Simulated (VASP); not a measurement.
Here is the system:

```yaml
crystal:
  lattice:
    - [0.00000, 2.75521, 2.75521]
    - [2.75521, 0.00000, 2.75521]
    - [2.75521, 2.75521, 0.00000]
  atoms:
    - { symbol: Ge, position: [0.00000, 0.00000, 0.00000] }
    - { symbol: Ge, position: [0.25000, 0.25000, 0.25000] }
```

Computed with LDA (Ceperley-Alder, Perdew-Zunger), VASP's LDA PAW potentials (set 64) (plane waves; VASP 6.6.1). Numerical set-up: 520 eV cut-off, 11×11×11 Γ-centred mesh, first-order Methfessel-Paxton smearing of 0.10 eV, potentials Ge_d.

Question: Give the stress tensor in GPa (positive for a compressed cell).

Answer: 
```
5.14  0.00  0.00
0.00  5.14  0.00
0.00  0.00  5.14
```
The pressure is its mean diagonal, 5.14 GPa.

The compound is Ge in the diamond structure. This cell is one point of a volume scan, at 0.94 of the reference volume.
